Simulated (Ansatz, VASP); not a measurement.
**TiGe: VASP beside Ansatz**

Aim: how closely do two programs agree when they are given the same cell, functional and k mesh? The cell is generated by rule, not measured, and may not be a known phase. The cell is taken from a series of runs on this material, whose earlier steps may have relaxed, scaled, displaced or heated it; both programs get it as it stands.

Main program and level: Ansatz 0.2.0; plane waves, with VASP 6.6.1 beside it; single point at PBE.

The structure was built from a prototype and need not be the compound's stable phase.

## Step 1: The starting structure

Symmetry: Fm-3m, No. 225, cubic system. Conventional cell: a = 5.210 Å, b = 5.210 Å, c = 5.210 Å, α = 90.00°, β = 90.00°, γ = 90.00°. Nearest to Ti lie 6 Ge at 2.60 Å. Nearest to Ge lie 6 Ti at 2.60 Å. Farther neighbours are not listed.

## Step 2: VASP: single point, PBE

With cell and atoms fixed, the geometry can't cause a difference; cores, projectors, grids and the points listed under the comparison can.

Lines of VASP's logs that name or quote its potential files are left out, and so is its time.

File INCAR:

```
SYSTEM = TiGe
PREC = Accurate
ENCUT = 500
EDIFF = 1E-06
NELM = 120
ISMEAR = 0
SIGMA = 0.1
LREAL = .FALSE.
ALGO = Normal
GGA = PE
NBANDS = 19
LASPH = .TRUE.
LORBIT = 11
LWAVE = .FALSE.
LCHARG = .FALSE.
ISIF = 2
GGA_COMPAT = .FALSE.
```

File POSCAR:

```
TiGe
1.0
    0.0000000000      2.6050000000      2.6050000000
    2.6050000000      0.0000000000      2.6050000000
    2.6050000000      2.6050000000      0.0000000000
Ti Ge
1 1
Direct
    0.0000000000      0.0000000000      0.0000000000
    0.5000000000      0.5000000000      0.5000000000
```

File KPOINTS:

```
Automatic mesh
0
Gamma
6 6 6
0 0 0
```

The projector-augmented-wave data sets are Ti_sv and Ge_d (PBE family, release 64).

The run is started by

```
mpirun -np 1 vasp_std
```

Numbers of over 12 decimals in the logs are rounded to 6 here.

Log:

```text
[banner, memory and clock lines left out]
running    1 mpi-ranks, on    1 nodes
 distrk:  each k-point on    1 cores,    1 groups
 distr:  one band on    1 cores,    1 groups

 POSCAR found type information on POSCAR TiGe
 POSCAR found :  2 types and       2 ions
 LDA part: xc-table for (Slater+PW92), standard interpolation
 POSCAR, INCAR and KPOINTS ok, starting setup
 FFT: planning ... GRIDC
 FFT: planning ... GRID_SOFT
 FFT: planning ... GRID
 WAVECAR not read
 entering main loop
       N       E                     dE             d eps       ncg     rms          rms(c)
DAV:   1     0.215583031059E+03    0.21558E+03   -0.13500E+04   620   0.308E+03
DAV:   2     0.892830687602E+01   -0.20665E+03   -0.20287E+03   608   0.558E+02
DAV:   3    -0.144513812092E+02   -0.23380E+02   -0.22978E+02   689   0.147E+02
DAV:   4    -0.156763916916E+02   -0.12250E+01   -0.12161E+01   883   0.307E+01
DAV:   5    -0.157004577854E+02   -0.24066E-01   -0.24052E-01   740   0.372E+00    0.111E+01
DAV:   6    -0.135592165365E+02    0.21412E+01   -0.13637E+01   695   0.340E+01    0.437E+00
DAV:   7    -0.133053150261E+02    0.25390E+00   -0.24942E+00   697   0.162E+01    0.229E+00
DAV:   8    -0.133168921140E+02   -0.11577E-01   -0.36228E-01   686   0.639E+00    0.131E+00
DAV:   9    -0.132879466900E+02    0.28945E-01   -0.10477E-01   665   0.339E+00    0.214E-01
DAV:  10    -0.132886182574E+02   -0.67157E-03   -0.54769E-03   773   0.914E-01    0.657E-02
DAV:  11    -0.132886018371E+02    0.16420E-04   -0.36736E-04   767   0.227E-01    0.631E-02
DAV:  12    -0.132885771527E+02    0.24684E-04   -0.68358E-05   673   0.709E-02    0.117E-02
DAV:  13    -0.132885757004E+02    0.14523E-05   -0.89793E-06   782   0.253E-02    0.318E-03
DAV:  14    -0.132885759574E+02   -0.25702E-06   -0.38966E-07   383   0.645E-03
   1 F= -.13288576E+02 E0= -.13286055E+02  d E =-.504152E-02
```

Parts of OUTCAR (step 2):

```text
ion  position               nearest neighbor table
   1  0.000  0.000  0.000-   2 2.60   2 2.60   2 2.60   2 2.60   2 2.60   2 2.60
   2  0.500  0.500  0.500-   1 2.60   1 2.60   1 2.60   1 2.60   1 2.60   1 2.60

  LATTYP: Found a face centered cubic cell.
 ALAT       =     5.2100000000

 Subroutine GETGRP returns: Found 48 space group operations
 (whereof 48 operations were pure point group operations)

The static configuration has the point symmetry O_h .

 Found     16 irreducible k-points:

   k-points           NKPTS =     16   k-points in BZ     NKDIM =     16   number of bands    NBANDS=     19

   dimension x,y,z NGX =    28 NGY =   28 NGZ =   28
   dimension x,y,z NGXF=    56 NGYF=   56 NGZF=   56

   ENCUT  =  500.0 eV  36.75 Ry    6.06 a.u.   6.72  6.72  6.72*2*pi/ulx,y,z

   NELECT =      26.0000    total number of electrons

 k-points in reciprocal lattice and weights: Automatic mesh
   0.00000000  0.00000000  0.00000000       0.005
   0.16666667  0.00000000  0.00000000       0.037
   0.33333333  0.00000000  0.00000000       0.037
   0.50000000  0.00000000  0.00000000       0.019
   0.16666667  0.16666667  0.00000000       0.028
   0.33333333  0.16666667  0.00000000       0.111
   0.50000000  0.16666667  0.00000000       0.111
  -0.33333333  0.16666667  0.00000000       0.111
  -0.16666667  0.16666667  0.00000000       0.056
[...]
-0.33333333  0.33333333  0.16666667       0.111
  -0.33333333  0.50000000  0.16666667       0.056

 average (electrostatic) potential at core
       1 -73.6905       2 -70.9939

 E-fermi :   7.4541

 k-point     1 :       0.0000    0.0000    0.0000
  band No.  band energies     occupation
    ...
      6     -16.3830      2.00000
      7     -16.3459      2.00000
      8     -16.3459      2.00000
      9     -16.3459      2.00000
     10      -3.2205      2.00000
     11       7.6264      0.01487
     12       7.6264      0.01487
     13       7.6264      0.01487
     14       8.0326      0.00000
     15       8.0326      0.00000
    ...

 k-point     2 :       0.1667    0.0000    0.0000
  band No.  band energies     occupation
    ...
      9     -16.3430      2.00000
     10      -2.7783      2.00000
     11       6.6065      2.00000
     12       7.0997      2.00000
     13       7.0997      2.00000
     14       7.9702      0.00000
     15       7.9702      0.00000
     16       9.7855      0.00000
     17      11.8069      0.00000
     18      11.8069      0.00000
    ...

 k-point     3 :       0.3333    0.0000    0.0000
  band No.  band energies     occupation
    ...
      9     -16.3367      2.00000
     10      -1.5723      2.00000
     11       4.1444      2.00000
     12       6.1226      2.00000
     13       6.1227      2.00000
     14       8.5494      0.00000
     15       8.5494      0.00000
     16       9.4727      0.00000
     17      13.4517      0.00000
     18      13.4517      0.00000
    ...

  Total       -0.2352370     -0.2352370     -0.2352370     -0.0000000      0.0000000      0.0000000
  in kB      -10.6601418    -10.6601418    -10.6601418     -0.0000000      0.0000000      0.0000000
  external PRESSURE =     -10.6601418 kB  Pullay stress =       0.0000000 kB

  energy-cutoff  :      500.00
  volume of cell :       35.36
      direct lattice vectors                 reciprocal lattice vectors
     0.000000000  2.605000000  2.605000000    -0.191938580  0.191938580  0.191938580
     2.605000000  0.000000000  2.605000000     0.191938580 -0.191938580  0.191938580
     2.605000000  2.605000000  0.000000000     0.191938580  0.191938580 -0.191938580

 POSITION                                       TOTAL-FORCE (eV/Angst)
 -----------------------------------------------------------------------------------
      0.00000      0.00000      0.00000        -0.000000     -0.000000     -0.000000
      2.60500      2.60500      2.60500         0.000000      0.000000      0.000000
 -----------------------------------------------------------------------------------
    total drift:                                0.000000      0.000000      0.000000

  FREE ENERGIE OF THE ION-ELECTRON SYSTEM (eV)
  ---------------------------------------------------
  free  energy   TOTEN  =       -13.2885759574 eV

  energy  without entropy=      -13.2835344406  energy(sigma->0) =      -13.28605520

 total charge
# of ion       s       p       d       tot
------------------------------------------
    1        2.157   6.106   1.957  10.220
    2        1.161   1.354  10.006  12.521
--------------------------------------------------
tot          3.318   7.460  11.963  22.741

[... 3 further parts left out ...]
```

The run ends at a pressure of -1.07 GPa.

## Step 3: Ansatz: single point, PBE

Ansatz runs on its default PAW (the set named soft_2) files.

The same cell, functional, mesh and smearing now go to Ansatz, which takes its cutoff from its data sets.

File input.yaml:

```yaml
crystal:
  lattice:
    - [0.0, 2.605, 2.605]
    - [2.605, 0.0, 2.605]
    - [2.605, 2.605, 0.0]
  atoms:
    - { symbol: Ti, position: [0.0, 0.0, 0.0] }
    - { symbol: Ge, position: [0.5, 0.5, 0.5] }
kpoints:
  mp_grid: { grid: [6, 6, 6] }
hamiltonian:
  xc: pbe
scf:
  occupations: { method: gaussian, width: 0.1 }
output:
  forces: true
  stress: true
  eigenvalues: true
```

The run is started by

```
ansatz run input.yaml --threads 4 --pin off --max-ram 7168MiB --backend cpu --events-out ev --progress --plain --runs-dir out
```

Log:

```text
Engine: ansatz 0.2.0, aarch64-unknown-linux-gnu
Pseudopotentials: kind: paw
Pseudopotential: Ti, paw, valence charge 12, recommended cutoff 420 eV (normal), Ti.paw.azcp
Pseudopotential: Ge, paw, valence charge 14, recommended cutoff 420 eV (normal), Ge.paw.azcp
Functional definition: PBE
  parameter kappa = 0.804
  parameter beta = 0.066725
  exchange = pbe_x(kappa = kappa, mu = beta*pi^2/3)
  correlation = pbe_c(beta = beta)
Crystal: 2 atoms, lattice volume = 35.355 Å³
Basis set: ecut = 420 eV, 701 PW (Γ), exchange–correlation on 50×50×50 points (8 copies of the dense FFT grid, shifted against one another)
Bands: 17, of which v1, the nominal top of the filled ones, is band 13 counted from 1 (12 counted from 0)
Symmetry: 48 space group operations
Space group: Fm-3m (ITA 225), of the structure as read, at distance tolerance 3.3e-5 Å
k-points: 16 of 216
Non-local potential: Ti, projectors of the file, l = 0: 3, l = 1: 2, l = 2: 3, l = 3: 1
Non-local potential: Ge, projectors of the file, l = 0: 2, l = 1: 2, l = 2: 3, l = 3: 1
PAW form: soft (Blöchl's): semilocal exchange-correlation on the pseudo side does not see the compensation charge
PAW one-centre angular grid: Ti, 590 points (default); XC on 64 Gauss nodes
PAW one-centre angular grid: Ge, 590 points (default); XC on 64 Gauss nodes
Initial density: superposition of atomic densities (neutral atoms: chi_scale 0, normalization atom), corrected by the library's trained network
Initial wavefunctions: pseudopotential atomic-orbital guess
Functional: x = pbe(κ = 0.804, μ = 0.219515), c = pbe(β = 0.066725)
SCF iter   1: F=—  HF=-6795.593663 eV  |F-HF|=—  |Δ(HF+E_count)|=         —  Δρ=5.12e-3  dr2=8.93e-3  ethr=1.77e-3  ⟨swp⟩=4.4  Hψ=1126  notcnv=0
preconditioner: auto → none  [insulator: Δε(μ)=0.236 eV  Ē_g=16.874 eV  σ=0.100 eV  W_gap=0.73  n_scr=14 (ndim 8)  ℏωp=26.5 eV  f_vac=0.000  D(μ)=1.00/eV (n_scr^D=8)  ε∞_Penn≈3.5]
SCF iter   2: F=—  HF=-6795.592505 eV  |F-HF|=—  |Δ(HF+E_count)|=   1.16e-3  Δρ=2.44e-3  dr2=1.43e-3  ethr=3.44e-5  ⟨swp⟩=1.0  Hψ=400  notcnv=0
SCF iter   3: F=—  HF=-6795.592536 eV  |F-HF|=—  |Δ(HF+E_count)|=   3.04e-5  Δρ=6.43e-4  dr2=7.68e-5  ethr=5.52e-6  ⟨swp⟩=2.0  Hψ=406  notcnv=0
SCF iter   4: F=—  HF=-6795.592461 eV  |F-HF|=—  |Δ(HF+E_count)|=   7.45e-5  Δρ=1.75e-4  dr2=2.89e-6  ethr=2.95e-7  ⟨swp⟩=2.0  Hψ=410  notcnv=0
SCF iter   5: F=—  HF=-6795.592470 eV  |F-HF|=—  |Δ(HF+E_count)|=   8.55e-6  Δρ=2.93e-5  dr2=1.22e-7  ethr=1.11e-8  ⟨swp⟩=2.0  Hψ=411  notcnv=0
SCF iter   6: F=-6795.592469 eV  HF=-6795.592469 eV  |F-HF|=2.31e-8  |Δ(HF+E_count)|=   1.75e-7  Δρ=7.33e-6  dr2=7.52e-9  ethr=3.85e-10  ⟨swp⟩=3.9  Hψ=879  notcnv=0
SCF 1 converged in 6 iterations: F = -6795.592469 eV  dr2 = 7.52e-9
  greatest PAW one-centre occupation: 0.999 electrons in one spin orbital (limit 2), on the Ti atom at site 0 (counted from 0), in its partial waves of l = 0
SCF converged after 6 iterations
Free energy (F): -6795.592469 eV
Harris-Foulkes:  -6795.592469 eV  (|F-HF|=2.31e-8)
Internal energy: -6795.587428 eV  (E = F + TS)
E sigma→0 (E₀):  -6795.589949 eV
Entropy (-TS):   -0.005041 eV (-2.520 meV/atom)
Fermi energy:    12.193649 eV
--- Per-component energies (eV) ---
  E_band       = -264.342026
  E_kinetic    = 384.540379
  E_local      = -3006.444216  (includes V_loc(G=0)·N_el)
  E_nonlocal   = 426.588387
  E_hartree    = 1300.803558
  E_xc         = -173.975720
  E_vxc        = -187.816812  (∫ρ·V_xc dr)
  E_paw        = -3066.892361  (= ΣΔE_a)
  E_vpaw       = -482.821520  (= ΣTr[D̂ρ^β])
  E_aug_tail   = 0.000401  (compensation charges beyond the density's cutoff)
  E_ewald      = -2660.207855
  E_smearing   = -0.005041  (= −TS)
  E_closure    = 0.000000  (closes the sum)
  Σ components = -6795.592469   (vs F -6795.592469, Δ=0.00e0)
--- Forces (eV/Å), atoms counted from 1 ---
  atom   1  Ti    -0.00000000     0.00000000     0.00000000
  atom   2  Ge     0.00000000    -0.00000000     0.00000000
  max |Σ_I F_I| component: 4.01e-29 eV/Å
--- Stress (GPa, compression-positive) ---
       -1.096254      -0.000000       0.000000
       -0.000000      -1.096254      -0.000000
        0.000000      -0.000000      -1.096254
  P = ⅓ Tr σ = -1.0963 GPa (-10.963 kbar)
--- Band table (eV; the first three rows and the last of 16) ---
  k-point 0: bands = [... 9 lower, 1.5128, 12.3667, 12.3667, 12.3667, 12.7746, 12.7746, 15.4192, 15.4192]
  k-point 1: bands = [... 9 lower, 1.9562, 11.3454, 11.8397, 11.8397, 12.7114, 12.7114, 14.5273, 16.5486]
  k-point 2: bands = [... 9 lower, 3.1653, 8.8820, 10.8614, 10.8614, 13.2917, 13.2917, 14.2156, 18.1944]
  k-point 15: bands = [... 9 lower, 4.3868, 8.9980, 9.9232, 10.5867, 13.5188, 14.0136, 14.0384, 14.2776]
```

Reading the cycles: dr2 is the Hartree energy of the density residual (eV), the measure of convergence; HF is the Harris–Foulkes estimate of the energy, which meets the free energy F at convergence.

The run ends at a pressure of -1.10 GPa.

## Step 4: Differences

Known differences besides the potentials themselves: the cutoff is 420 eV in Ansatz and 500 eV in VASP. Total energies have different zeros and are not compared.

Both answers:

```csv
quantity,Ansatz,VASP,difference
pressure (GPa),-1.10,-1.07,-0.03
```

## Step 5: Outcome

```json
{
 "difference in pressure (single point, PBE)": "-0.030 GPa"
}
```

What this shows: The difference in pressure is -0.030 GPa (single point, PBE), within the 1 GPa picked in this series as the mark of a large difference. How closely two codes agree says nothing of how well the functional describes the real material.

[Lines on the potential files, build, host, timing and source positions are cut from VASP's logs without a mark.]

[Logs are printed without paths, hosts, clocks, repeated set-up lines and the standing remarks that a program may print on its own settings, such as how far it seeks lower states.]

[Hosts, paths, dates, database ids (printed as entryN), source tags and the programs' standing remarks are cut or masked in the printed files.]
